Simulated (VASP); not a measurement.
Input:

```xyz
5
Lattice="5.7638 0.0000 0.0000 0.0000 5.7638 0.0000 0.0000 0.0000 5.7638" Properties=species:S:1:pos:R:3 pbc="T T T"
Cs     0.0000     0.0000     0.0000
Pb     2.8819     2.8819     2.8819
Cl     2.8819     0.0000     2.8819
Cl     0.0000     2.8819     2.8819
Cl     2.8819     2.8819     0.0000
```

These are optB88-vdW, VASP's PBE PAW potentials (set 64) (plane waves; VASP 6.6.1) values and carry that method's errors. Run with 520 eV cut-off, 4×4×4 Γ-centred mesh, Gaussian smearing of 0.050 eV, potentials Cs_sv Pb_d Cl.

Unless said otherwise, spin-orbit coupling is left out, though it shifts the bands of the heavy elements here.

Task: Predict the energy per atom (σ→0), pressure, band gap (on the k-mesh) with the smallest direct gap where there is one.

Result: 
```yaml
band gap (on the k-mesh): 2.30 eV
smallest direct gap (on the k-mesh): 2.30 eV
energy per atom (σ→0): -1.321 eV/atom
pressure: -1.25 GPa
```

Total energies compare only between runs with the same potentials, cut-off and functional.

The compound is CsPbCl3 in the cubic perovskite structure, the ideal cubic form; the compound distorts at low or room temperature. This cell is one point of a volume scan, at 1.06 of the reference volume.
